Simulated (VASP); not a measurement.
# LiY with BLYP + D3: from relaxation to properties, part 2 of 4

Wanted: the relaxed cell of LiY and its properties. The cell is invented: it takes the structure of COD entry 1524193, DyCu (space group 221 there), with all of its atoms replaced by other elements, volume scaled by an estimate. It may not be a known or stable phase. Left out of this account: at least 1 further run (elastic: elastic constants of a metal on too coarse a mesh).

VASP 6.6.1, plane waves and PAW; the level of theory is named at each step.

Still holding for the runs below: The k-mesh is coarse for a metal.

So far. Step 2 (Rough relaxation of the start cell): It ends with forces that vanish by symmetry and a pressure of 0.25 GPa. The relaxed cell has a = 3.688 Å (conventional setting).

## Step 3: Full relaxation (BLYP + D3)

Level of this step: BLYP with D3; plane waves and PAW (Y_sv, Li_sv); invented cell (VASP).

Properties are meant for the cell that this level of theory prefers, so cell and atoms are relaxed first (ISIF = 3) until forces and stress are small; EDIFFG sets the threshold.

INCAR reads:

```
SYSTEM = LiY
PREC = Accurate
ENCUT = 650
EDIFF = 1E-06
NELM = 100
ISMEAR = 0
SIGMA = 0.05
LREAL = .FALSE.
ALGO = Normal
GGA = B5
ALDAX = 1
AGGAX = 1
AGGAC = 1
ALDAC = 0
IVDW = 11
VDW_S6 = 1
VDW_S8 = 1.682
VDW_SR = 1.094
VDW_SR8 = 1
NBANDS = 13
LORBIT = 11
LWAVE = .FALSE.
LCHARG = .FALSE.
IBRION = 2
NSW = 60
ISIF = 3
EDIFFG = -0.01
```

POSCAR reads:

```
LiY
1.0
    3.6878923485      0.0000000000      0.0000000000
    0.0000000000      3.6878923485      0.0000000000
    0.0000000000      0.0000000000      3.6878923485
Y Li
1 1
Direct
    0.5000000000      0.5000000000      0.5000000000
    0.0000000000      0.0000000000      0.0000000000
```

KPOINTS reads:

```
Automatic mesh
0
Gamma
6 6 6
0 0 0
```

PAW data sets: Y_sv and Li_sv (PBE family, release 64).

Started as:

```sh
mpirun -np 1 vasp_std
```

What it wrote:

```text
[banner, memory and clock lines left out]
running    1 mpi-ranks, on    1 nodes
 distrk:  each k-point on    1 cores,    1 groups
 distr:  one band on    1 cores,    1 groups

 POSCAR found type information on POSCAR Y Li
 POSCAR found :  2 types and       2 ions
 [... a notice as in an earlier step ...]

 LDA part: xc-table for (Slater(with rela. corr.)+VWN5), standard interpolation
 POSCAR, INCAR and KPOINTS ok, starting setup
 FFT: planning ... GRIDC
 FFT: planning ... GRID_SOFT
 FFT: planning ... GRID
 WAVECAR not read
 entering main loop
       N       E                     dE             d eps       ncg     rms          rms(c)
DAV:   1     0.465559539319E+02    0.46556E+02   -0.68685E+03   520   0.117E+03
DAV:   2    -0.354363302711E+01   -0.50100E+02   -0.48520E+02   678   0.227E+02
DAV:   3    -0.718677718216E+01   -0.36431E+01   -0.35738E+01   833   0.381E+01
DAV:   4    -0.736873186965E+01   -0.18195E+00   -0.18171E+00   656   0.838E+00
DAV:   5    -0.737460341399E+01   -0.58715E-02   -0.58711E-02   786   0.126E+00    0.216E+01
DAV:   6    -0.686413002057E+01    0.51047E+00   -0.63887E-01   560   0.432E+00    0.139E+01
DAV:   7    -0.680747366550E+01    0.56656E-01   -0.95580E-01   741   0.474E+00    0.160E+00
DAV:   8    -0.679050764972E+01    0.16966E-01   -0.23011E-01   580   0.298E+00    0.895E-01
DAV:   9    -0.678760316572E+01    0.29045E-02   -0.32942E-02   605   0.115E+00    0.498E-01
DAV:  10    -0.678669947127E+01    0.90369E-03   -0.40810E-03   641   0.426E-01    0.758E-02
DAV:  11    -0.678675561388E+01   -0.56143E-04   -0.37200E-04   771   0.135E-01    0.486E-02
DAV:  12    -0.678674579213E+01    0.98218E-05   -0.72423E-05   640   0.662E-02    0.280E-02
DAV:  13    -0.678674759641E+01   -0.18043E-05   -0.68729E-06   669   0.204E-02    0.413E-03
DAV:  14    -0.678674759572E+01    0.69122E-09   -0.44294E-07   448   0.627E-03
   1 F= -.77021909E+01 E0= -.77015091E+01  d E =-.770219E+01
 curvature:   0.00 expect dE= 0.000E+00 dE for cont linesearch  0.000E+00
 trial: gam= 0.00000 g(F)=  0.000E+00 g(S)=  0.640E-04 ort = 0.000E+00 (trialstep = 0.100E+01)
 search vector abs. value=  0.640E-04
 bond charge predicted
       N       E                     dE             d eps       ncg     rms          rms(c)
DAV:   1    -0.678822834313E+01   -0.14807E-02   -0.90255E-03   800   0.616E-01    0.164E-01
DAV:   2    -0.678772802381E+01    0.50032E-03   -0.97586E-04   777   0.206E-01    0.660E-02
DAV:   3    -0.678766464115E+01    0.63383E-04   -0.52212E-04   810   0.110E-01    0.427E-02
DAV:   4    -0.678768888162E+01   -0.24240E-04   -0.23022E-05   679   0.349E-02    0.102E-02
DAV:   5    -0.678769579833E+01   -0.69167E-05   -0.19688E-05   812   0.176E-02    0.110E-02
DAV:   6    -0.678769897032E+01   -0.31720E-05   -0.20463E-06   688   0.107E-02    0.187E-03
DAV:   7    -0.678769918234E+01   -0.21202E-06   -0.38386E-07   414   0.346E-03
   2 F= -.77022520E+01 E0= -.77015808E+01  d E =-.611080E-04
 trial-energy change:   -0.000061  1 .order   -0.000050   -0.000064   -0.000037
 step:   1.3235(harm=  2.3333)  dis= 0.00000  next Energy=    -7.702258 (dE=-0.674E-04)
 reached required accuracy - stopping structural energy minimisation
```

Elapsed: 25 s, on 1 MPI rank of Intel Xeon 6975P-C (Granite Rapids), shared host; peak memory 0.2 GiB.

OUTCAR, selected parts (step 3):

```text
  LATTYP: Found a simple cubic cell.
 ALAT       =     3.6878923485

The static configuration has the point symmetry O_h .

 Found     20 irreducible k-points:

   k-points           NKPTS =     20   k-points in BZ     NKDIM =     20   number of bands    NBANDS=     13

   dimension x,y,z NGX =    32 NGY =   32 NGZ =   32
   dimension x,y,z NGXF=    64 NGYF=   64 NGZF=   64

   ENCUT  =  650.0 eV  47.77 Ry    6.91 a.u.   7.67  7.67  7.67*2*pi/ulx,y,z

   NELECT =      14.0000    total number of electrons

 Edisp (eV)   -0.91544

 E-fermi :   2.7193

 k-point     1 :       0.0000    0.0000    0.0000
  band No.  band energies     occupation
    ...
      4     -20.1930      2.00000
      5     -20.1930      2.00000
      6      -1.4988      2.00000
      7       2.6386      1.97749
      8       2.6386      1.97749
      9       6.3992      0.00000
     10       6.3992      0.00000
     11       6.3992      0.00000
     12       8.1640      0.00000
     13       8.1640      0.00000

 k-point     2 :       0.1667    0.0000    0.0000
  band No.  band energies     occupation
    ...
      3     -20.2504      2.00000
      4     -20.1879      2.00000
      5     -20.1879      2.00000
      6      -1.1650      2.00000
      7       2.7009      1.39637
      8       2.7691      0.15828
      9       5.6201      0.00000
     10       5.6201      0.00000
     11       6.4463      0.00000
     12       7.6225      0.00000
    ...

 Edisp (eV)   -0.91455

  Total       0.01700     0.01700     0.01700     0.00000     0.00000    -0.00000
  in kB       0.54183     0.54183     0.54183     0.00000     0.00000    -0.00000
  external pressure =        0.54 kB  Pullay stress =        0.00 kB

  energy-cutoff  :      650.00
  volume of cell :       50.27
      direct lattice vectors                 reciprocal lattice vectors
     3.690538696  0.000000000 -0.000000000     0.270963153  0.000000000 -0.000000000
    -0.000000000  3.690538696 -0.000000000    -0.000000000  0.270963153 -0.000000000
     0.000000000  0.000000000  3.690538696     0.000000000  0.000000000  0.270963153

 POSITION                                       TOTAL-FORCE (eV/Angst)
 -----------------------------------------------------------------------------------
      1.84527      1.84527      1.84527         0.000000      0.000000      0.000000
      0.00000      0.00000      0.00000        -0.000000     -0.000000      0.000000
 -----------------------------------------------------------------------------------
    total drift:                                0.000000     -0.000000     -0.000000

  FREE ENERGIE OF THE ION-ELECTRON SYSTEM (eV)
  ---------------------------------------------------
  free  energy   TOTEN  =        -7.7022520276 eV

  energy  without entropy=       -7.7009095772  energy(sigma->0) =       -7.70158080

 total charge
# of ion       s       p       d       f       tot
--------------------------------------------------
    1        2.282   6.205   0.885   0.005   9.376
    2        2.053   0.065   0.000   0.000   2.118
--------------------------------------------------
tot          4.335   6.270   0.885   0.005  11.494

[... 2 parts as in an earlier step ...]

[... 7 further parts left out ...]
```

Little changed from the start: no atom moved by 0.005 Å and no cell edge by 0.1 %.

Numbers from this step:

```yaml
irreducible_k_points: 20
free_energy_toten: -7.702 eV
energy_at_zero_smearing: -7.702 eV
fermi_energy: 2.719 eV
pressure: 0.05418 GPa
scf_cycles_over_all_ionic_steps: 21
```

It ends with forces that vanish by symmetry and a pressure of 0.05 GPa.

## Step 4: Density, ELF and potential (BLYP + D3)

The relaxed cell gets a fresh self-consistent run, on a basis set for its own volume, to fix the density and to check the remaining stress.

INCAR, as its differences from that of step 3:

```diff
@@ -22,6 +22,5 @@
 LWAVE = .FALSE.
-LCHARG = .FALSE.
-IBRION = 2
-NSW = 60
-ISIF = 3
-EDIFFG = -0.01
+LCHARG = .TRUE.
+ISIF = 2
+LELF = .TRUE.
+LVHAR = .TRUE.
```

POSCAR reads:

```
LiY
1.0
    3.6905386958      0.0000000000      0.0000000000
    0.0000000000      3.6905386958      0.0000000000
    0.0000000000      0.0000000000      3.6905386958
Y Li
1 1
Direct
    0.5000000000      0.5000000000      0.5000000000
    0.0000000000      0.0000000000      0.0000000000
```

KPOINTS is that of step 3.

Started as:

```sh
mpirun -np 1 vasp_std
```

What it wrote:

```text
[... set-up lines as in an earlier step ...]
 entering main loop
       N       E                     dE             d eps       ncg     rms          rms(c)
DAV:   1     0.509032382875E+02    0.50903E+02   -0.68469E+03   520   0.117E+03
DAV:   2    -0.301499452406E+01   -0.53918E+02   -0.52024E+02   649   0.220E+02
DAV:   3    -0.722308028765E+01   -0.42081E+01   -0.41276E+01   878   0.416E+01
DAV:   4    -0.737120647670E+01   -0.14813E+00   -0.14806E+00   675   0.774E+00
DAV:   5    -0.737684336375E+01   -0.56369E-02   -0.56365E-02   774   0.120E+00    0.215E+01
DAV:   6    -0.686581540315E+01    0.51103E+00   -0.64377E-01   583   0.432E+00    0.139E+01
DAV:   7    -0.680845837684E+01    0.57357E-01   -0.94241E-01   723   0.472E+00    0.158E+00
DAV:   8    -0.679134067037E+01    0.17118E-01   -0.22543E-01   570   0.297E+00    0.907E-01
DAV:   9    -0.678887593693E+01    0.24647E-02   -0.33925E-02   595   0.117E+00    0.598E-01
DAV:  10    -0.678769857353E+01    0.11774E-02   -0.45528E-03   633   0.439E-01    0.746E-02
DAV:  11    -0.678775701766E+01   -0.58444E-04   -0.39326E-04   766   0.139E-01    0.491E-02
DAV:  12    -0.678774776085E+01    0.92568E-05   -0.73053E-05   650   0.659E-02    0.252E-02
DAV:  13    -0.678774948690E+01   -0.17261E-05   -0.64834E-06   684   0.197E-02    0.577E-03
DAV:  14    -0.678774947027E+01    0.16627E-07   -0.66462E-07   462   0.788E-03
   1 F= -.77023023E+01 E0= -.77016313E+01  d E =-.134201E-02
```

Elapsed: 16 s, on 1 MPI rank; peak memory 0.2 GiB.

OUTCAR, selected parts (step 4):

```text
  LATTYP: Found a simple cubic cell.
 ALAT       =     3.6905386958

The static configuration has the point symmetry O_h .

 Found     20 irreducible k-points:

   NELECT =      14.0000    total number of electrons

 E-fermi :   2.7193

 k-point     1 :       0.0000    0.0000    0.0000
  band No.  band energies     occupation
    ...
      4     -20.1927      2.00000
      5     -20.1927      2.00000
      6      -1.4988      2.00000
      7       2.6386      1.97747
      8       2.6386      1.97747
      9       6.3993      0.00000
     10       6.3993      0.00000
     11       6.3993      0.00000
     12       8.1639      0.00000
     13       8.1639      0.00000

 k-point     2 :       0.1667    0.0000    0.0000
  band No.  band energies     occupation
    ...
      3     -20.2501      2.00000
      4     -20.1877      2.00000
      5     -20.1877      2.00000
      6      -1.1651      2.00000
      7       2.7009      1.39625
      8       2.7692      0.15817
      9       5.6202      0.00000
     10       5.6202      0.00000
     11       6.4465      0.00000
     12       7.6225      0.00000
    ...

 Edisp (eV)   -0.91455

  Total       0.01232     0.01232     0.01232     0.00000    -0.00000     0.00000
  in kB       0.39266     0.39266     0.39266     0.00000    -0.00000     0.00000
  external pressure =        0.39 kB  Pullay stress =        0.00 kB

  energy-cutoff  :      650.00
  volume of cell :       50.27
      direct lattice vectors                 reciprocal lattice vectors
     3.690538696  0.000000000  0.000000000     0.270963153  0.000000000  0.000000000
     0.000000000  3.690538696  0.000000000     0.000000000  0.270963153  0.000000000
     0.000000000  0.000000000  3.690538696     0.000000000  0.000000000  0.270963153

 POSITION                                       TOTAL-FORCE (eV/Angst)
 -----------------------------------------------------------------------------------
      1.84527      1.84527      1.84527         0.000000      0.000000      0.000000
      0.00000      0.00000      0.00000         0.000000      0.000000      0.000000
 -----------------------------------------------------------------------------------
    total drift:                                0.000000     -0.000000     -0.000000

  FREE ENERGIE OF THE ION-ELECTRON SYSTEM (eV)
  ---------------------------------------------------
  free  energy   TOTEN  =        -7.7023023155 eV

  energy  without entropy=       -7.7009603052  energy(sigma->0) =       -7.70163131

[... 6 parts as in an earlier step ...]

[... 6 further parts left out ...]
```

Numbers from this step:

```
SCF cycles : 14
pressure   : 0.03927 GPa
```

Valence electrons inside each PAW sphere by angular momentum. Sphere charges, by row:

```csv
atom,s (e),p (e),d (e),f (e),tot (e)
Y1,2.282,6.205,0.885,0.005,9.376
Li2,2.053,0.065,0,0,2.118
```

Valence density in the ac plane at fractional y = 0.000, with atoms of Li within 0.2 Å of it. It is the smooth field of the valence electrons, not physical close to the nuclei.

Ten steps, logarithmic in the rise over the least value, from '0' (0.07 × 1e0 e/Å³) to '9' (9.62 × 1e0 e/Å³), each cell a mean:
```
87300000000047
54100000000014
10000000000000
00000000000000
00000000000000
00000000000000
00000000000000
00000000000000
00000000000000
00000000000000
00000000000000
43000000000013
86300000000047
98400000000158
```
Columns run along a (3.7 Å), rows up along c (3.7 Å). Atoms in or near the plane, at fractional coordinates: Li at (0.00, 0.00).

ELF in the ac plane at fractional y = 0.000, with atoms of Li within 0.2 Å of it. It is the smooth field of the valence electrons, not physical close to the nuclei.

Ten even steps from '_' (0.29 × 1e-1) to '@' (9.11 × 1e-1), each cell a mean:
```
@@**____--**##%%##**::__..%%
--..__..==**######**--____..
______::++**********==..____
..::--++++++====++++++==--::
******++++==------==++******
######**==--::::::--++**####
%%####**==::....::--==**##%%
%%####**==--::..::--==**####
********++----::--==++******
::--==++++++======++++++==--
____..--++********++++::..__
..____..==**######**--______
@@++____--**######**::__..**
@@@@..__::**%%%%##**..__--@@
```
Columns run along a (3.7 Å), rows up along c (3.7 Å). Atoms in or near the plane, at fractional coordinates: Li at (0.00, 0.00).

Electrostatic potential energy in the ac plane at fractional y = 0.000, with atoms of Li within 0.2 Å of it. With pseudopotentials it is smooth inside the atoms' cores, unlike the true potential.

Ten even steps from '0' (-31 eV) to '9' (3 eV), each cell a mean:
```
01689999999740
35789999999874
77899999999887
89999999999999
99999999999999
99999999999999
99999999999999
99999999999999
99999999999999
99999999999999
88899999999988
56789999999876
02689999999751
00589999998730
```
Columns run along a (3.7 Å; values clipped at the 3rd and 97th percentile), rows up along c (3.7 Å). Atoms in or near the plane, at fractional coordinates: Li at (0.00, 0.00).

In this run the pressure is 0.04 GPa, small enough to go on; single stress components reach 0.04 GPa.

(Part 2 of 4 ends here.)

[Lines on the potential files, build, host, timing and source positions are cut from VASP's logs without a mark.]

[Logs are printed without paths, hosts, clocks, repeated set-up lines and the standing remarks that a program may print on its own settings, such as how far it seeks lower states.]

[Hosts, paths, dates, database ids (printed as entryN), source tags and the programs' standing remarks are cut or masked in the printed files.]

[A measured line is paired with the nearest computed mode of its activity, which favours agreement.]

[In band tables of VASP the shares of atoms and orbitals are scaled to a sum of 1 inside the atoms' spheres.]
